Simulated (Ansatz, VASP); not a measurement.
# Cross-check of Ca3Al2Si3O12 between VASP and Ansatz

One calculation is typed for both programs; each brings its own data sets. How far apart do they land? Of the first pair: The structure shown is frame 59 of Ansatz's trajectory.

Method: plane waves, with VASP 6.6.1 beside it; single point at PBE, in Ansatz 0.2.0.

## 1. The starting structure

The cell holds 120 atoms: 12 Al, 18 Ca, 72 O and 18 Si. Its edges and angles: a = 11.667 Å, b = 11.667 Å, c = 11.667 Å, α = 90.0°, β = 90.0°, γ = 90.0°. As first built, before any earlier steps moved the atoms (in the runner's words): 120 atoms (12 Al, 18 Ca, 72 O, 18 Si) placed at random at 2.84 g/cm^3, melted at 4500 K for 20 ps at fixed volume with the Morse and Coulomb pair potential with partial charges (Pedone, Malavasi, Menziani, Cormack and Segre, J. Phys. Chem. B 110, 11780 (2006)). Quenched from 4500 K to 300 K at 10 K/ps and fixed volume, held 20 ps at zero pressure.

## 2. Ansatz: dynamics, PBE

Ansatz runs on its default PAW (the set named soft_2) files.

One frame of this run of dynamics is then solved in both programs, so the motion causes no difference.

Input file input.yaml:

```yaml
crystal:
  lattice:
    - [11.66705, 0.0, 0.0]
    - [0.0, 11.66705, 0.0]
    - [0.0, 0.0, 11.66705]
  atoms:
    - { symbol: Al, position: [0.1587, 0.84499, 0.67821] }
    - { symbol: Al, position: [0.41317, 0.87024, 0.32129] }
    - { symbol: Al, position: [0.01768, 0.9463, 0.88815] }
    - { symbol: Al, position: [0.609, 0.30006, 0.50296] }
    - { symbol: Al, position: [0.78102, 0.18942, 0.91187] }
    - { symbol: Al, position: [0.17157, 0.37637, 0.09486] }
    - { symbol: Al, position: [0.81923, 0.55368, 0.71414] }
    - { symbol: Al, position: [0.25074, 0.65532, 0.22483] }
    - { symbol: Al, position: [0.64338, 0.39849, 0.03091] }
    - { symbol: Al, position: [0.51158, 0.48332, 0.41166] }
    - { symbol: Al, position: [0.61205, 0.68845, 0.72207] }
    - { symbol: Al, position: [0.9646, 0.29413, 0.25468] }
    - { symbol: Ca, position: [0.27867, 0.65801, 0.49569] }
    - { symbol: Ca, position: [0.57596, 0.9823, 0.92452] }
    - { symbol: Ca, position: [0.31394, 0.9894, 0.81873] }
    - { symbol: Ca, position: [0.46975, 0.71634, 0.0429] }
    - { symbol: Ca, position: [0.02796, 0.43064, 0.61342] }
    - { symbol: Ca, position: [0.80718, 0.98284, 0.69285] }
    - { symbol: Ca, position: [0.31927, 0.2985, 0.62489] }
    - { symbol: Ca, position: [0.32442, 0.22886, 0.90081] }
    - { symbol: Ca, position: [0.83859, 0.98461, 0.1228] }
    - { symbol: Ca, position: [0.93005, 0.91926, 0.38445] }
    - { symbol: Ca, position: [0.97024, 0.4247, 0.9035] }
    - { symbol: Ca, position: [0.07124, 0.68713, 0.9299] }
    - { symbol: Ca, position: [0.01244, 0.59813, 0.24273] }
    - { symbol: Ca, position: [0.68742, 0.00833, 0.4049] }
    - { symbol: Ca, position: [0.53703, 0.41519, 0.79045] }
    - { symbol: Ca, position: [0.15693, 0.1247, 0.31114] }
    - { symbol: Ca, position: [0.83092, 0.51562, 0.4051] }
    - { symbol: Ca, position: [0.39264, 0.23436, 0.33542] }
[... 84 atom lines left out ...]
    - { symbol: Si, position: [0.95657, 0.72262, 0.5445] }
    - { symbol: Si, position: [0.07644, 0.16477, 0.72386] }
    - { symbol: Si, position: [0.35097, 0.01048, 0.11448] }
    - { symbol: Si, position: [0.5818, 0.72743, 0.46621] }
    - { symbol: Si, position: [0.41412, 0.46737, 0.13731] }
    - { symbol: Si, position: [0.71608, 0.73594, 0.25634] }
kpoints:
  mp_grid: { grid: [1, 1, 1] }
hamiltonian:
  xc: pbe
scf:
  occupations: { method: fermi_dirac, width: 0.078 }
output:
  forces: true
md:
  timestep: 1.0
  n_steps: 178
  ensemble: nvt_langevin
  temperature: 900
  initial_velocities: maxwell_boltzmann
  seed: 9158
```

Started as:

```
> ansatz run input.yaml --threads 4 --pin off --max-ram 8192MiB --backend cpu --events-out ev --progress --plain --runs-dir out
```

Numbers of over 12 decimals in the logs are rounded to 6 here.

The log of the run:

```text
Warning: md: disabling space-group detection — thermal motion breaks the input geometry's symmetry, so no spatial operation reduces the k-mesh or symmetrises the density; time reversal is kept, so that k and −k are solved as one point where they differ and the mesh holds both, and exact exchange and, on two spinor components, a DFT+U term hold to it where the run has them: on two components no moment then forms, and  [...]
Engine: ansatz 0.2.0, aarch64-unknown-linux-gnu
Pseudopotentials: kind: paw
Pseudopotential: Al, paw, valence charge 3, recommended cutoff 420 eV (normal), Al.paw.azcp
Pseudopotential: Ca, paw, valence charge 10, recommended cutoff 420 eV (normal), Ca.paw.azcp
Pseudopotential: O, paw, valence charge 6, recommended cutoff 420 eV (normal), O.paw.azcp
Pseudopotential: Si, paw, valence charge 4, recommended cutoff 420 eV (normal), Si.paw.azcp
Functional definition: PBE
  parameter kappa = 0.804
  parameter beta = 0.066725
  exchange = pbe_x(kappa = kappa, mu = beta*pi^2/3)
  correlation = pbe_c(beta = beta)
Crystal: 120 atoms, lattice volume = 1588.119 Å³
Basis set: ecut = 420 eV, 31103 PW (Γ), exchange–correlation on 160×160×160 points (8 copies of the dense FFT grid, shifted against one another)
Bands: 480, of which v1, the nominal top of the filled ones, is band 360 counted from 1 (359 counted from 0)
Symmetry: 1 space group operations
k-points: 1
Non-local potential: Al, projectors of the file, l = 0: 2, l = 1: 2, l = 2: 1
Non-local potential: Ca, projectors of the file, l = 0: 3, l = 1: 2, l = 2: 2
Non-local potential: O, projectors of the file, l = 0: 2, l = 1: 2, l = 2: 1
Non-local potential: Si, projectors of the file, l = 0: 2, l = 1: 2, l = 2: 2
PAW form: soft (Blöchl's): semilocal exchange-correlation on the pseudo side does not see the compensation charge
PAW one-centre angular grid: Al, 110 points (default); XC on 64 Gauss nodes
PAW one-centre angular grid: Ca, 110 points (default); XC on 64 Gauss nodes
PAW one-centre angular grid: O, 110 points (default); XC on 64 Gauss nodes
PAW one-centre angular grid: Si, 110 points (default); XC on 64 Gauss nodes
Initial density: superposition of atomic densities (neutral atoms: chi_scale 0, normalization atom), corrected by the library's trained network
Initial wavefunctions: pseudopotential atomic-orbital guess
Functional: x = pbe(κ = 0.804, μ = 0.219515), c = pbe(β = 0.066725)
SCF iter   1: F=—  HF=-91612.455156 eV  |F-HF|=—  |Δ(HF+E_count)|=         —  Δρ=2.10e-3  dr2=9.40e-2  ethr=1.77e-3  ⟨swp⟩=7.0  Hψ=2269  notcnv=0  defer=68
preconditioner: auto → Resta (q_TF=auto, 2.391 Å⁻¹)  ε∞=3.5  [insulator: Δε(μ)=3.168 eV  Ē_g=15.370 eV  σ=0.078 eV  W_gap=1.00  n_scr=364 (ndim 8)  ℏωp=24.4 eV  f_vac=0.076  D(μ)=0.00/eV (n_scr^D=0)  ε∞_Penn≈3.5]
SCF iter   2: F=—  HF=-91612.464640 eV  |F-HF|=—  |Δ(HF+E_count)|=   9.48e-3  Δρ=1.14e-3  dr2=2.39e-2  ethr=1.31e-5  ⟨swp⟩=2.0  Hψ=886  notcnv=0  defer=68
SCF iter   3: F=—  HF=-91612.466677 eV  |F-HF|=—  |Δ(HF+E_count)|=   2.04e-3  Δρ=5.00e-4  dr2=6.99e-3  ethr=3.31e-6  ⟨swp⟩=2.0  Hψ=587  notcnv=0  defer=68
SCF iter   4: F=—  HF=-91612.467539 eV  |F-HF|=—  |Δ(HF+E_count)|=   8.62e-4  Δρ=1.94e-4  dr2=6.92e-4  ethr=9.70e-7  ⟨swp⟩=2.0  Hψ=587  notcnv=0  defer=68
SCF iter   5: F=—  HF=-91612.467503 eV  |F-HF|=—  |Δ(HF+E_count)|=   3.63e-5  Δρ=8.99e-5  dr2=1.51e-4  ethr=9.61e-8  ⟨swp⟩=2.0  Hψ=629  notcnv=0  defer=68
SCF iter   6: F=—  HF=-91612.467531 eV  |F-HF|=—  |Δ(HF+E_count)|=   2.83e-5  Δρ=6.73e-5  dr2=5.80e-5  ethr=2.10e-8  ⟨swp⟩=2.0  Hψ=654  notcnv=0  defer=68
SCF iter   7: F=—  HF=-91612.467573 eV  |F-HF|=—  |Δ(HF+E_count)|=   4.17e-5  Δρ=1.22e-5  dr2=2.43e-6  ethr=8.05e-9  ⟨swp⟩=2.0  Hψ=839  notcnv=0  defer=74
SCF iter   8: F=—  HF=-91612.467575 eV  |F-HF|=—  |Δ(HF+E_count)|=   2.10e-6  Δρ=9.97e-6  dr2=1.34e-6  ethr=3.38e-10  ⟨swp⟩=2.0  Hψ=655  notcnv=0  defer=74
SCF iter   9: F=-91612.467575 eV  HF=-91612.467575 eV  |F-HF|=4.99e-8  |Δ(HF+E_count)|=   3.67e-8  Δρ=2.01e-6  dr2=7.15e-8  ethr=1.39e-11  ⟨swp⟩=3.0  Hψ=1490  notcnv=0
SCF 1 converged in 9 iterations: F = -91612.467575 eV  dr2 = 7.15e-8
  greatest PAW one-centre occupation: 0.995 electrons in one spin orbital (limit 2), on the Ca atom at site 24 (counted from 0), in its partial waves of l = 0
md step     0: t =     0.00 fs  T =   892.5 K  F+E_penalty+E_count = -91612.46757472 eV  E_kin = 13.843746 eV  (9 SCF iters)
Initial density: handed on by an earlier stage of this run
Initial wavefunctions: those handed on with the density
[...]
preconditioner: auto → Resta (q_TF=auto, 2.391 Å⁻¹)  ε∞=3.5  [insulator: Δε(μ)=3.041 eV  Ē_g=15.477 eV  σ=0.078 eV  W_gap=1.00  n_scr=364 (ndim 8)  ℏωp=24.4 eV  f_vac=0.078  D(μ)=0.00/eV (n_scr^D=0)  ε∞_Penn≈3.5]
SCF iter   2: F=—  HF=-91611.342489 eV  |F-HF|=—  |Δ(HF+E_count)|=   1.89e-2  Δρ=9.82e-4  dr2=1.56e-2  ethr=9.55e-6  ⟨swp⟩=2.0  Hψ=712  notcnv=0
SCF iter   3: F=—  HF=-91611.338600 eV  |F-HF|=—  |Δ(HF+E_count)|=   3.89e-3  Δρ=4.95e-4  dr2=3.21e-3  ethr=2.17e-6  ⟨swp⟩=2.0  Hψ=696  notcnv=0
SCF iter   4: F=—  HF=-91611.337939 eV  |F-HF|=—  |Δ(HF+E_count)|=   6.61e-4  Δρ=1.08e-4  dr2=2.23e-4  ethr=4.46e-7  ⟨swp⟩=2.0  Hψ=750  notcnv=0
SCF iter   5: F=—  HF=-91611.337950 eV  |F-HF|=—  |Δ(HF+E_count)|=   1.01e-5  Δρ=6.03e-5  dr2=5.02e-5  ethr=3.10e-8  ⟨swp⟩=2.0  Hψ=721  notcnv=0
SCF iter   6: F=—  HF=-91611.338018 eV  |F-HF|=—  |Δ(HF+E_count)|=   6.83e-5  Δρ=1.94e-5  dr2=5.30e-6  ethr=6.97e-9  ⟨swp⟩=2.0  Hψ=840  notcnv=0
SCF iter   7: F=—  HF=-91611.338020 eV  |F-HF|=—  |Δ(HF+E_count)|=   2.18e-6  Δρ=7.35e-6  dr2=8.08e-7  ethr=7.36e-10  ⟨swp⟩=2.0  Hψ=721  notcnv=0
SCF iter   8: F=—  HF=-91611.338020 eV  |F-HF|=—  |Δ(HF+E_count)|=   4.62e-7  Δρ=3.72e-6  dr2=1.97e-7  ethr=1.12e-10  ⟨swp⟩=2.0  Hψ=810  notcnv=0
SCF iter   9: F=-91611.338021 eV  HF=-91611.338021 eV  |F-HF|=2.19e-8  |Δ(HF+E_count)|=   5.65e-8  Δρ=1.07e-6  dr2=1.91e-8  ethr=1.39e-11  ⟨swp⟩=4.0  Hψ=1395  notcnv=0
SCF 179 converged in 9 iterations: F = -91611.338021 eV  dr2 = 1.91e-8
md step   178: t =   178.00 fs  T =   951.1 K  F+E_penalty+E_count = -91611.33802056 eV  E_kin = 14.753139 eV  (9 SCF iters)
SCF converged after 9 iterations
Free energy (F): -91611.338021 eV
Harris-Foulkes:  -91611.338021 eV  (|F-HF|=2.19e-8)
Internal energy: -91611.338021 eV  (E = F + TS)
E sigma→0 (E₀):  -91611.338021 eV
Entropy (-TS):   -0.000000 eV (-0.000 meV/atom)
Fermi energy:    6.997473 eV
--- Per-component energies (eV) ---
  E_band       = -3678.769802
  E_kinetic    = 18925.818363
  E_local      = -45863.822545  (includes V_loc(G=0)·N_el)
  E_nonlocal   = 5148.072832
  E_hartree    = 16570.717511
  E_xc         = -9339.613297
  E_vxc        = -11163.145185  (∫ρ·V_xc dr)
  E_paw        = -41710.295472  (= ΣΔE_a)
  E_vpaw       = -3867.309599  (= ΣTr[D̂ρ^β])
  E_aug_tail   = 0.180430  (compensation charges beyond the density's cutoff)
  E_ewald      = -35342.395841
  E_smearing   = -0.000000  (= −TS)
  E_closure    = -0.000000  (closes the sum)
  Σ components = -91611.338021   (vs F -91611.338021, Δ=0.00e0)
--- Forces (eV/Å), atoms counted from 1 ---
  atom   1  Al     0.64287820     0.15255702    -1.31755545
  atom   2  Al    -0.29429317    -0.11576357    -0.05966589
  atom   3  Al     0.78047689    -1.27533618    -0.19542175
  atom   4  Al     1.56320665     0.86514924     0.96136319
  atom   5  Al     2.22246072     4.28217022    -1.94634712
  atom   6  Al    -0.29521335     0.62576958     1.59525879
  atom   7  Al    -0.95348821    -1.26959880    -1.35167324
  atom   8  Al    -1.70792225    -1.34467202    -2.21080975
  atom   9  Al    -1.47539552    -2.14615036     0.07082121
  atom  10  Al     1.07405527     0.74206599    -2.74286039
  atom  11  Al    -1.12424882    -3.66940748    -0.82419037
  atom  12  Al    -1.04968549    -1.26846162     0.40981873
  atom  13  Ca     1.07710157     0.11812123    -0.14800836
  atom  14  Ca     0.45166417    -0.54940479    -0.93648495
  atom  15  Ca    -1.80068275     0.94099909    -0.73944941
  atom  16  Ca    -1.19852296    -0.76225412    -0.72365551
  atom  17  Ca    -0.43817060    -1.41793919     0.01773749
  atom  18  Ca    -0.05913978     0.08880971     1.06774307
  atom  19  Ca     0.09545926     0.54433119     0.40500001
  atom  20  Ca     0.87929568     1.34745513     0.56105145
  atom  21  Ca     0.06549690     0.39473874    -0.56496157
  atom  22  Ca     1.54262220     0.56048457     0.09535528
  atom  23  Ca    -0.40576659    -0.08653888     0.03538303
  atom  24  Ca    -0.49653428    -0.13471114     0.91754409
[...]
atom 113  Si     0.93392753     1.38506060     0.21645468
  atom 114  Si    -1.81741346     1.11727247     1.39994085
  atom 115  Si    -0.36316305     0.13570418    -1.52678822
  atom 116  Si    -1.15191558    -2.01887504     0.36239753
  atom 117  Si    -3.87682795     2.55994139    -0.54062452
  atom 118  Si     1.10656394    -2.06656758    -1.78961573
  atom 119  Si     0.85589273     0.32784259     0.63998147
  atom 120  Si     1.01876478    -0.08838917    -0.88920028
  max |Σ_I F_I| component: 1.56e-4 eV/Å
--- MD trajectory: 178 steps, t = 0.0 → 178.0 fs ---
  final state: T = 951.1 K   F+E_penalty+E_count = -91611.33802056 eV   E_kin = 14.753139 eV
```

## 3. VASP: single point, PBE, pair 1

The same cell, functional, mesh and smearing now go to VASP, with its own data sets.

Lines of VASP's logs that name or quote its potential files are left out, and so is its time.

Input file INCAR:

```
SYSTEM = Ca3Al2Si3O12
PREC = Accurate
ENCUT = 520
EDIFF = 1E-06
NELM = 120
ISMEAR = -1
SIGMA = 0.078
LREAL = Auto
ALGO = Normal
GGA = PE
NBANDS = 448
LORBIT = 11
LWAVE = .FALSE.
LCHARG = .FALSE.
ISIF = 2
LASPH = .TRUE.
GGA_COMPAT = .FALSE.
EFERMI = MIDGAP
NCORE = 4
```

Input file POSCAR:

```
Ca3Al2Si3O12
1.0
   11.6670500000      0.0000000000      0.0000000000
    0.0000000000     11.6670500000      0.0000000000
    0.0000000000      0.0000000000     11.6670500000
Al Ca O Si
12 18 72 18
Direct
    0.1537063782      0.8206958914      0.6693980055
    0.4108150732      0.8756026588      0.3181866882
    0.0110396373      0.9485259770      0.8904136007
    0.6121855996      0.2987730403      0.5118431823
    0.7648977248      0.2059132343      0.9094415469
    0.1785369909      0.3696049987      0.0944454682
    0.8318555247      0.5686441731      0.7024997750
    0.2676854903      0.6592069118      0.2298438766
    0.6405903806      0.3982669141      0.0455813595
    0.5137888327      0.4870554253      0.4114493381
    0.6101713801      0.6946400333      0.7242190614
    0.9513973112      0.2983187695      0.2437805615
    0.2806193511      0.6409932245      0.4948465979
    0.5842608029      0.9735194415      0.9342121616
    0.2847763573      0.9760565010      0.8128532920
    0.4896096271      0.6986256166      0.0355445464
    0.0325789295      0.4016868017      0.6045658500
    0.7953424387      0.9794163906      0.7082167300
    0.3164296030      0.3140639665      0.6045829923
    0.3359461046      0.2466176111      0.9118586104
    0.8589574914      0.0048984105      0.1354669775
    0.9503516313      0.9250153209      0.4069409148
    0.9741622775      0.4162920361      0.9003818446
    0.0785459906      0.6771291800      0.9174041424
    0.0194565036      0.6075228957      0.2386035887
    0.6529328322      0.0162251812      0.4010182523
    0.5555817452      0.4192833664      0.7953510099
    0.1578376710      0.0985339053      0.3285834894
    0.8089448490      0.5269112586      0.3952241569
    0.4028781911      0.2250268920      0.3326719265
[... 84 atom lines left out ...]
    0.9600970254      0.7165735983      0.5229513887
    0.0764974865      0.1454095080      0.7092795522
    0.3382688855      0.0160366159      0.1124791614
    0.5927290960      0.7412156458      0.4645047377
    0.4180405501      0.4699645583      0.1420753318
    0.7237647906      0.7587950682      0.2580772346
```

Input file KPOINTS:

```
Automatic mesh
0
Gamma
1 1 1
0 0 0
```

PAW data sets: Al, Ca_sv, O and Si (PBE family, release 64).

Started as:

```
> mpirun -np 16 vasp_gam
```

The log of the run:

```text
[banner, memory and clock lines left out]
running   16 mpi-ranks, on    1 nodes
[...]
LDA part: xc-table for (Slater+PW92), standard interpolation
 POSCAR, INCAR and KPOINTS ok, starting setup
[...]
entering main loop
       N       E                     dE             d eps       ncg     rms          rms(c)
DAV:   1     0.872951508820E+04    0.87295E+04   -0.41886E+05   896   0.165E+03
DAV:   2    -0.197261681543E+02   -0.87492E+04   -0.84377E+04  1080   0.459E+02
DAV:   3    -0.954327171582E+03   -0.93460E+03   -0.92858E+03  1080   0.161E+02
DAV:   4    -0.994810256586E+03   -0.40483E+02   -0.40293E+02  1152   0.311E+01
[...]
DAV:  18    -0.871988662864E+03   -0.55930E-06   -0.13806E-04  1056   0.200E-02    0.123E-02
DAV:  19    -0.871988662162E+03    0.70137E-06   -0.14432E-05  1056   0.726E-03    0.494E-03
DAV:  20    -0.871988662864E+03   -0.70145E-06   -0.36040E-06   872   0.403E-03
   1 F= -.87198866E+03 E0= -.87198866E+03  d E =-.457775E-06
```

From OUTCAR (step 3):

```text
  Total      -10.5481212      8.4137923     -0.1427636    -17.2922745    -10.5723013     -8.7102480
  in kB      -10.6414919      8.4882702     -0.1440274    -17.4453436    -10.6658860     -8.7873500
  external PRESSURE =      -0.7657497 kB  Pullay stress =       0.0000000 kB

 POSITION                                       TOTAL-FORCE (eV/Angst)
 -----------------------------------------------------------------------------------
      1.79330      9.57510      7.80990         0.870054      0.372247     -0.155393
      4.79300     10.21570      3.71230        -0.032229     -2.203957      0.526020
      0.12880     11.06650     10.38850        -0.233986     -2.762836     -2.786587
      7.14240      3.48580      5.97170        -1.096998      2.993933     -1.086154
      8.92410      2.40240     10.61050         1.919159     -2.142397      2.055452
      2.08300      4.31220      1.10190         0.037645     -0.240918      0.932792
      9.70530      6.63440      8.19610        -1.540603      0.012296      2.046172
      3.12310      7.69100      2.68160        -0.134176      0.074250     -1.288168
[...]
5.20720      2.46110      8.76050         1.323135     -0.761804     -0.588201
      8.81470      0.87430     11.38520        -1.068391     -1.533518      0.265490
      9.28830      2.32050      8.94510         0.824046     -0.939705     -1.451115
      7.44290      8.94210      6.93160        -0.408291      0.311712     -1.668865
     10.61240      9.82770      6.58880         0.178162     -1.717530      0.079604
[...]
-----------------------------------------------------------------------------------
    total drift:                               -0.005521      0.013260      0.004444

  FREE ENERGIE OF THE ION-ELECTRON SYSTEM (eV)
  ---------------------------------------------------
  free  energy   TOTEN  =      -871.9886628638 eV

  energy  without entropy=     -871.9886624060  energy(sigma->0) =     -871.98866263

[... 3 further parts left out ...]
[key lines of the parts left out:]
E-fermi :   4.7157
```

The run ends at a pressure of -0.08 GPa, with forces up to 4.9 eV/Å.

## 4. Differences

Known differences besides the potentials themselves: the cutoff is 420 eV in Ansatz and 520 eV in VASP (PREC = Accurate, projectors in real space). Total energies have different zeros and are not compared.

Forces on 10 of the 120 atoms, those with the largest forces and the largest differences (eV/Å; atoms numbered as in POSCAR):

| atom | Ansatz x, y, z | VASP x, y, z |
| --- | --- | --- |
| Al3 | -0.214, -2.722, -2.767 | -0.234, -2.763, -2.787 |
| O54 | -2.576, 3.156, 0.055 | -2.586, 3.177, 0.073 |
| O64 | 1.016, 0.648, -3.526 | 1.003, 0.675, -3.539 |
| O76 | 0.218, -1.747, -0.005 | 0.178, -1.718, 0.080 |
| O95 | -1.421, -0.166, 2.029 | -1.435, -0.196, 2.107 |
| O100 | 0.900, -0.602, -1.099 | 0.922, -0.564, -1.186 |
| Si106 | -2.494, -0.622, 2.746 | -2.507, -0.624, 2.782 |
| Si107 | -0.832, 1.271, -4.601 | -0.831, 1.308, -4.622 |
| Si110 | 0.648, 2.579, 2.561 | 0.643, 2.574, 2.613 |
| Si116 | 2.564, 1.937, 2.536 | 2.569, 1.926, 2.516 |

The forces differ by 26 meV/Å r.m.s., which is 2.1 % of the r.m.s. force of 1.237 eV/Å (both taken over all components).

## 5. Ansatz: dynamics, PBE

One frame of this run of dynamics is then solved in both programs, so the motion causes no difference.

The structure compared here is frame 119 of Ansatz's trajectory.

input.yaml is that of step 2.

Started as:

```
> ansatz run input.yaml --threads 4 --pin off --max-ram 8192MiB --backend cpu --events-out ev --progress --plain --runs-dir out
```

The log of the run:

```text
[...]
Crystal: 120 atoms, lattice volume = 1588.119 Å³
Basis set: ecut = 420 eV, 31103 PW (Γ), exchange–correlation on 160×160×160 points (8 copies of the dense FFT grid, shifted against one another)
Bands: 480, of which v1, the nominal top of the filled ones, is band 360 counted from 1 (359 counted from 0)
Symmetry: 1 space group operations
k-points: 1
[...]
atom   7  Al    -0.95348821    -1.26959880    -1.35167324
  atom   8  Al    -1.70792225    -1.34467202    -2.21080975
[...]
atom 117  Si    -3.87682795     2.55994139    -0.54062452
  atom 118  Si     1.10656394    -2.06656758    -1.78961573
  atom 119  Si     0.85589273     0.32784259     0.63998147
  atom 120  Si     1.01876478    -0.08838917    -0.88920028
  max |Σ_I F_I| component: 1.56e-4 eV/Å
--- MD trajectory: 178 steps, t = 0.0 → 178.0 fs ---
[...]
[key lines of the parts left out:]
SCF converged after 9 iterations
Free energy (F): -91611.338021 eV
Fermi energy:    6.997473 eV
```

(Part 1 of 2 ends here.)

[Lines on the potential files, build, host, timing and source positions are cut from VASP's logs without a mark.]

[Logs are printed without paths, hosts, clocks, repeated set-up lines and the standing remarks that a program may print on its own settings, such as how far it seeks lower states.]

[Hosts, paths, dates, database ids (printed as entryN), source tags and the programs' standing remarks are cut or masked in the printed files.]
